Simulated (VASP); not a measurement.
The cell holds one AuZn (CsCl type) (110) slab, with vacuum along c, ions free to move until forces fall under 0.03 eV/Å, no reconstruction beyond this cell, dipole correction on.

Here is the system:

```
CELL_PARAMETERS angstrom
      3.12896     0.00000     0.00000
      0.00000     4.42502     0.00000
      0.00000     0.00000    25.96239
ATOMIC_POSITIONS crystal
  Zn 0.50000 0.00000 0.32827
  Zn 0.50000 0.50000 0.41429
  Zn 0.50000 0.00000 0.50000
  Zn 0.50000 0.50000 0.58571
  Zn 0.50000 0.00000 0.67173
  Au 0.00000 0.50000 0.33064
  Au 0.00000 0.00000 0.41648
  Au 0.00000 0.50000 0.50000
  Au 0.00000 0.00000 0.58352
  Au 0.00000 0.50000 0.66936
```

Computed with PBEsol GGA, VASP's PBE PAW potentials (set 64) (plane waves; VASP). Numerical set-up: 400 eV cut-off, 9×6×1 Γ-centred mesh, first-order Methfessel-Paxton smearing of 0.10 eV, potentials Zn Au.

Slab and bulk use different k-meshes, so the surface energy is good to a few per cent at best. Unless said otherwise, spin-orbit coupling is left out, though it shifts the bands of the heavy elements here.

| Property | Value |
|---|---|
| surface energy | 58 meV/Å² |
| work function | 4.90 eV |
| band gap (on the k-mesh) | none (metal, semimetal or under 0.01 eV) |

The cell is a thin slab with vacuum, built from AuZn (CsCl type): (110) face.
